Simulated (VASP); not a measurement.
Here is a VASP 6.6.1 calculation.

The input POSCAR:

```
Ge
1.0
    0.0000000000      2.8290000000      2.8290000000
    2.8290000000      0.0000000000      2.8290000000
    2.8290000000      2.8290000000      0.0000000000
Ge
2
Direct
    0.0000000000      0.0000000000      0.0000000000
    0.2500000000      0.2500000000      0.2500000000
```

Contents of INCAR.step1:

```
PREC = Accurate
ENCUT = 600
EDIFF = 1E-8
ISMEAR = -1
SIGMA = 0.03
LREAL = False
LASPH = True
NELM = 80
ALGO = Normal
ISIF = 3
LWAVE = False
LCHARG = False
GGA = PE
NELECT = 27.98642
IBRION = 2
NSW = 40
EDIFFG = -0.002
```

File INCAR.step2:

```
PREC = Accurate
ENCUT = 600
EDIFF = 1E-8
ISMEAR = -1
SIGMA = 0.03
LREAL = False
LASPH = True
NELM = 80
ALGO = Normal
ISIF = 2
LWAVE = False
LCHARG = False
GGA = PE
NELECT = 27.98642
IBRION = 8
NSW = 1
```

Contents of KPOINTS:

```
regular mesh
0
Gamma
  14 14 14
```

Potentials or basis: VASP PAW PBE potentials, release 64 (Ge_d).

Launch:

```sh
$ cat potpaw_PBE.64/Ge_d/POTCAR > POTCAR
$ cp INCAR.step1 INCAR
$ mpirun -np 1 vasp_std > vasp.out
$ cp CONTCAR POSCAR
$ cp INCAR.step2 INCAR
$ mpirun -np 1 vasp_std > vasp.out
```

Q: What does it give for the highest phonon frequency at Γ?

A: 263 cm⁻¹.

Q: Estimate the relaxed volume.

A: 23.72 Å³/atom.

The path:
```
step  energy change (eV)  largest force (eV/Å)  pressure (GPa)  volume (Å³)
   1              0.0000                0.0000            3.14        45.28
   2             -0.0178                0.0000           -0.98        48.26
   3             -0.0204                0.0000            0.01        47.45
```

Caveat: the cell is charged against a uniform background, so pressure and absolute levels hang on convention.
